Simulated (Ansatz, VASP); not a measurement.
**MgTlF: VASP beside Ansatz**

File INCAR:

```
PREC = Accurate
ENCUT = 520
EDIFF = 1E-7
ISMEAR = 0
SIGMA = 0.1
LREAL = F
LASPH = T
NELM = 60
ALGO = Normal
ISIF = 2
LWAVE = F
LCHARG = T
GGA = PE
LELF = T
LVHAR = T
NBANDS = 31
```

Contents of KPOINTS:

```
Automatic mesh
0
Gamma
  4 4 4
```

Contents of POSCAR:

```
MgTlF
1.0
    4.1311930800      0.0000000000      0.0000000000
    0.0000000000      4.1311930800      0.0000000000
    0.0000000000      0.0000000000      5.8423892900
Mg Tl F
2 2 2
Direct
    0.5000000000      0.5000000000      0.5000000000
    0.0000000000      0.0000000000      0.5000000000
    0.0000000000      0.0000000000      0.0000000000
    0.5000000000      0.5000000000      0.0000000000
    0.5000000000      0.0000000000      0.7500000000
    0.0000000000      0.5000000000      0.2500000000
```

Input for Ansatz:

```yaml
crystal:
  lattice:
    - [4.13119308, 0.0, 0.0]
    - [0.0, 4.13119308, 0.0]
    - [0.0, 0.0, 5.84238929]
  atoms:
    - { symbol: Mg, position: [0.5, 0.5, 0.5] }
    - { symbol: Mg, position: [0.0, 0.0, 0.5] }
    - { symbol: Tl, position: [0.0, 0.0, 0.0] }
    - { symbol: Tl, position: [0.5, 0.5, 0.0] }
    - { symbol: F, position: [0.5, 0.0, 0.75] }
    - { symbol: F, position: [0.0, 0.5, 0.25] }
basis:
  ecutwfc: 420
kpoints:
  mp_grid: { grid: [4, 4, 4] }
hamiltonian:
  xc: pbe
scf:
  occupations: { method: gaussian, width: 0.1 }
  lower_state_search: "off"
output:
  forces: true
  stress: true
  eigenvalues: true
```

Alike in both runs: task single point; functional PBE; k mesh 4 × 4 × 4; occupations gaussian, width 0.1 eV; no spin polarisation.

|  | VASP | Ansatz |
| --- | --- | --- |
| version | VASP 6.6.1 | Ansatz 0.2.0 |
| potentials or method | VASP PAW PBE potentials, release 64 (Mg, Tl_d, F) | scalar-relativistic, plane waves, PAW |
| plane-wave cutoff (eV) | 520 | 420 |
| valence electrons in the cell | 44 | 60 |

|  | VASP | Ansatz | Ansatz less VASP |
| --- | --- | --- | --- |
| gap on the k mesh at the Fermi level (eV) | none | none | - |
| pressure (GPa) | 22.6 | 22.8 | +0.23 |
| largest component of the traceless stress (GPa) | 1.81 | 1.78 | -0.028 |
| rms of the force components (eV/Å) | 0.749 | 0.744 | -0.0050 |

Atom by atom the forces differ by 0.005 eV/Å (rms over components). A gap of «none» marks a metal or a gap that the smearing closes. The two sets of potentials don't hold the same shells in valence.

Caveats: the k mesh is coarse (spacing up to 0.38 Å⁻¹), so the values aren't converged; so large a pressure means that the cell lies far from this level's equilibrium, or that cutoff or potentials fall short (VASP); forces of over 1 eV/Å show positions far from the minimum, so gaps and moduli don't describe the material at rest. The runs have no spin-orbit coupling, so splittings on Tl are missing.
